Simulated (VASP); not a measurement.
```yaml
crystal:
  lattice:
    - [0.00000, 2.19160, 2.19160]
    - [2.19160, 0.00000, 2.19160]
    - [2.19160, 2.19160, 0.00000]
  atoms:
    - { symbol: Al, position: [0.00000, 0.00000, 0.00000] }
    - { symbol: N, position: [0.25000, 0.25000, 0.25000] }
```

Level of theory: revTPSS meta-GGA, VASP's PBE PAW potentials (set 64) (plane waves; VASP). Run with 520 eV cut-off, 10×10×10 Γ-centred mesh, Gaussian smearing of 0.050 eV, potentials Al N.

Task: The job: AlN (zinc blende), 2 atoms, revTPSS, static run, 520 eV, 10×10×10 Γ-centred mesh. Roughly how much core time does it take on a busy server core?

Result: About 90 core-seconds (one run on a shared machine, a rough figure). It had 47 irreducible k-points, 8 bands, up to 588 plane waves and 22 electronic steps.

The compound is AlN in the zinc blende structure, a metastable form; wurtzite is the usual one. It was relaxed first.
